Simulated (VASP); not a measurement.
# Zn4Se3S (P-43m) in VASP: further runs, part 2 of 2

VASP 6.6.1. Earlier steps stand in the parts before.

## (3) Dielectric tensor, PBEsol

INCAR

```
  ALGO = Normal
  EDIFF = 1E-8
  ENCUT = 600
  GGA = PS
  ISIF = 2
  ISMEAR = 0
  KPAR = 2
  LASPH = True
  LCHARG = False
  LEPSILON = True
  LREAL = False
  LWAVE = False
  NELM = 80
  PREC = Accurate
  SIGMA = 0.03
```

KPOINTS

```
k-points
0
Monkhorst-Pack
  6 6 6
```

POSCAR

```
Zn4Se3S                                 
1.0
    5.5697939920     -0.0000000000      0.0000000000
   -0.0000000000     -5.5697939920      0.0000000000
   -0.0000000000      0.0000000000     -5.5697939920
  Zn              S               Se            
     4     1     3
Direct
     0.0067785759152022    0.4932214240847978    0.4932214240847978
     0.4932214240847978    0.0067785759152022    0.4932214240847978
     0.4932214240847978    0.4932214240847978    0.0067785759152022
     0.0067785759152022    0.0067785759152022    0.0067785759152022
     0.2500000000000000    0.2500000000000000    0.2500000000000000
     0.7500000000000000    0.7500000000000000    0.2500000000000000
     0.7500000000000000    0.2500000000000000    0.7500000000000000
     0.2500000000000000    0.7500000000000000    0.7500000000000000
```

Potentials or basis: VASP PAW PBE potentials, release 64 (Zn, S, Se).

Command:

```bash
> cat potpaw_PBE.64/Zn/POTCAR potpaw_PBE.64/S/POTCAR potpaw_PBE.64/Se/POTCAR > POTCAR
> mpirun -np 2 vasp_std > vasp.out
```

OUTCAR:

```text
EDIFF = 1E-8
   ENCUT = 600
   GGA = PS
   ISIF = 2
   ISMEAR = 0
   LASPH = True
   LEPSILON = True
   LREAL = False
   NELM = 80
   PREC = Accurate

 ion  position               nearest neighbor table
   1  0.007  0.493  0.493-   5 2.35   6 2.43   7 2.43   8 2.43
   2  0.493  0.007  0.493-   5 2.35   6 2.43   7 2.43   8 2.43
   3  0.493  0.493  0.007-   5 2.35   6 2.43   7 2.43   8 2.43
   4  0.007  0.007  0.007-   5 2.35   6 2.43   7 2.43   8 2.43
   5  0.250  0.250  0.250-   1 2.35   2 2.35   3 2.35   4 2.35
   6  0.750  0.750  0.250-   1 2.43   2 2.43   3 2.43   4 2.43
   7  0.750  0.250  0.750-   1 2.43   2 2.43   3 2.43   4 2.43
   8  0.250  0.750  0.750-   1 2.43   2 2.43   3 2.43   4 2.43

  LATTYP: Found a simple cubic cell.
 ALAT       =     5.5697939920

  Lattice vectors:

 A1 = (   5.5697939920,   0.0000000000,   0.0000000000)
 A2 = (   0.0000000000,  -5.5697939920,   0.0000000000)
 A3 = (   0.0000000000,   0.0000000000,  -5.5697939920)

Analysis of symmetry for initial positions (statically):
=====================================================================
 Subroutine PRICEL returns:
 Original cell was already a primitive cell.

 Routine SETGRP: Setting up the symmetry group for a
 simple cubic supercell.

 Subroutine GETGRP returns: Found 24 space group operations
 (whereof  6 operations were pure point group operations)
 out of a pool of 48 trial point group operations.

The static configuration has the point symmetry C_3v.
 The point group associated with its full space group is T_d .

Analysis of symmetry for dynamics (positions and initial velocities):
=====================================================================
 Subroutine PRICEL returns:
 Original cell was already a primitive cell.

 Routine SETGRP: Setting up the symmetry group for a
 simple cubic supercell.

 Subroutine GETGRP returns: Found 24 space group operations
 (whereof  6 operations were pure point group operations)
 out of a pool of 48 trial point group operations.

The dynamic configuration has the point symmetry C_3v.
 The point group associated with its full space group is T_d .

 Subroutine INISYM returns: Found 24 space group operations
 (whereof  6 operations are pure point group operations),
 and found     1 'primitive' translations

----------------------------------------------------------------------------------------

                                     Primitive cell

  volume of cell :     172.7895

  direct lattice vectors                    reciprocal lattice vectors
     5.569793992  0.000000000  0.000000000     0.179539854  0.000000000  0.000000000
     0.000000000 -5.569793992  0.000000000     0.000000000 -0.179539854  0.000000000
     0.000000000  0.000000000 -5.569793992     0.000000000  0.000000000 -0.179539854

  length of vectors
     5.569793992  5.569793992  5.569793992     0.179539854  0.179539854  0.179539854

  position of ions in fractional coordinates (direct lattice)
[... 599 lines left out ...]
     5.569793992  0.000000000  0.000000000     0.179539854  0.000000000  0.000000000
     0.000000000 -5.569793992  0.000000000     0.000000000 -0.179539854  0.000000000
     0.000000000  0.000000000 -5.569793992     0.000000000  0.000000000 -0.179539854

 POSITION                                       TOTAL-FORCE (eV/Angst)
 -----------------------------------------------------------------------------------
      0.03776     -2.74714     -2.74714         0.000681      0.000681      0.000681
      2.74714     -0.03776     -2.74714        -0.000681     -0.000681      0.000681
      2.74714     -2.74714     -0.03776        -0.000681      0.000681     -0.000681
      0.03776     -0.03776     -0.03776         0.000681     -0.000681     -0.000681
      1.39245     -1.39245     -1.39245        -0.000000      0.000000      0.000000
      4.17735     -4.17735     -1.39245        -0.000000      0.000000      0.000000
      4.17735     -1.39245     -4.17735        -0.000000      0.000000      0.000000
      1.39245     -4.17735     -4.17735        -0.000000     -0.000000     -0.000000
 -----------------------------------------------------------------------------------
    total drift:                               -0.000000      0.000000     -0.000000

  FREE ENERGIE OF THE ION-ELECTRON SYSTEM (eV)
  ---------------------------------------------------
  free  energy   TOTEN  =       -27.8540355228 eV

  energy  without entropy=      -27.8540355228  energy(sigma->0) =      -27.85403552

 HEAD OF MICROSCOPIC STATIC DIELECTRIC TENSOR (INDEPENDENT PARTICLE, excluding Hartree and local field effects)
 ------------------------------------------------------
           7.496149     0.000000     0.000000
          -0.000000     7.496149    -0.000000
           0.000000     0.000000     7.496149
 ------------------------------------------------------

 Free energy of the ion-electron system (eV)
  ---------------------------------------------------
  ---------------------------------------------------
  free energy    TOTEN  =        -3.08786580 eV

  energy without entropy =       -3.08786580

------------------------ aborting loop because EDIFF is reached ----------------------------------------

--------------------------------------- Ionic step        2  -------------------------------------------

------------------------ aborting loop because EDIFF is reached ----------------------------------------

--------------------------------------- Ionic step        3  -------------------------------------------

 Free energy of the ion-electron system (eV)
  ---------------------------------------------------
  ---------------------------------------------------
  free energy    TOTEN  =        -3.08787794 eV

  energy without entropy =       -3.08787794

------------------------ aborting loop because EDIFF is reached ----------------------------------------

 PIEZOELECTRIC TENSOR FIELD DIRECTION 3  (e Angst)
 -----------------------------------------------------------------------------
     0.00632 -7.39310  0.00000           ( -0.00000  0.07132  0.00000)
    -7.39310  0.00632 -0.00000           (  0.07132 -0.00000  0.00000)
     0.00000  0.00000 -0.01590           (  0.00000  0.00000 -0.00000)

 PIEZOELECTRIC TENSOR FIELD DIRECTION 3  (C/m^2)
 -----------------------------------------------------------------------------
     0.00059 -0.68552  0.00000
    -0.68552  0.00059 -0.00000
     0.00000  0.00000 -0.00147

 MACROSCOPIC STATIC DIELECTRIC TENSOR (including local field effects in DFT)
 ------------------------------------------------------
           7.044226     0.000000    -0.000000
           0.000000     7.044226    -0.000000
           0.000000    -0.000000     7.044226
 ------------------------------------------------------

 PIEZOELECTRIC TENSOR (including local field effects)  for field in x, y, z        (e  Angst)
          XX          YY          ZZ          XY          YZ          ZX
  --------------------------------------------------------------------------------
  x    -0.00000     0.00000    -0.00000    -0.00000    -7.39269    -0.00000
  y    -0.00000    -0.00000    -0.00000    -0.00000    -0.00000    -7.39269
  z     0.00000     0.00000     0.00000    -7.39269     0.00000     0.00000

 PIEZOELECTRIC TENSOR (including local field effects)  for field in x, y, z        (C/m^2)
          XX          YY          ZZ          XY          YZ          ZX
  --------------------------------------------------------------------------------
  x    -0.00000     0.00000    -0.00000    -0.00000    -0.68548    -0.00000
  y    -0.00000    -0.00000    -0.00000    -0.00000    -0.00000    -0.68548
  z     0.00000     0.00000     0.00000    -0.68548     0.00000     0.00000

 BORN EFFECTIVE CHARGES (including local field effects) (in |e|, cummulative output)
 ---------------------------------------------------------------------------------
 ion    1
    1     2.01401    -0.00423    -0.00423
    2    -0.00423     2.01401    -0.00423
    3    -0.00423    -0.00423     2.01401
 ion    2
    1     2.01401    -0.00423     0.00423
    2    -0.00423     2.01401     0.00423
    3     0.00423     0.00423     2.01401
 ion    3
    1     2.01401     0.00423    -0.00423
    2     0.00423     2.01401     0.00423
    3    -0.00423     0.00423     2.01401
 ion    4
    1     2.01401     0.00423     0.00423
    2     0.00423     2.01401    -0.00423
    3     0.00423    -0.00423     2.01401
 ion    5
    1    -2.21587     0.00000     0.00000
    2    -0.00000    -2.21587     0.00000
    3    -0.00000    -0.00000    -2.21587
 ion    6
    1    -2.00062    -0.00000     0.00000
    2    -0.00000    -2.00062     0.00000
    3     0.00000    -0.00000    -1.83891
 ion    7
    1    -2.00062     0.00000     0.00000
    2     0.00000    -1.83891     0.00000
    3     0.00000    -0.00000    -2.00062
 ion    8
    1    -1.83891    -0.00000     0.00000
    2     0.00000    -2.00062     0.00000
    3    -0.00000     0.00000    -2.00062
```

It took 12 min on 2 MPI ranks of Intel Xeon Platinum 8488C (Sapphire Rapids), shared host; peak memory 0.87 GiB.

What came out:

| Property | Result |
| --- | --- |
| Electronic dielectric tensor (diagonal) | 7.04 |
| Born charges (mean of the diagonal) | Zn +2.01; S -2.22; Se -1.95 e |

Electronic dielectric tensor:
```
7.04 0.00 0.00
0.00 7.04 0.00
0.00 0.00 7.04
```

Born effective charge tensors (e):
atom 1, Zn
```
2.01 0.00 0.00
0.00 2.01 0.00
0.00 0.00 2.01
```
atom 2, Zn
```
2.01 0.00 0.00
0.00 2.01 0.00
0.00 0.00 2.01
```
atom 3, Zn
```
2.01 0.00 0.00
0.00 2.01 0.00
0.00 0.00 2.01
```
atom 4, Zn
```
2.01 0.00 0.00
0.00 2.01 0.00
0.00 0.00 2.01
```
atom 5, S
```
-2.22  0.00  0.00
 0.00 -2.22  0.00
 0.00  0.00 -2.22
```
atom 6, Se
```
-2.00  0.00  0.00
 0.00 -2.00  0.00
 0.00  0.00 -1.84
```
atom 7, Se
```
-2.00  0.00  0.00
 0.00 -1.84  0.00
 0.00  0.00 -2.00
```
atom 8, Se
```
-1.84  0.00  0.00
 0.00 -2.00  0.00
 0.00  0.00 -2.00
```
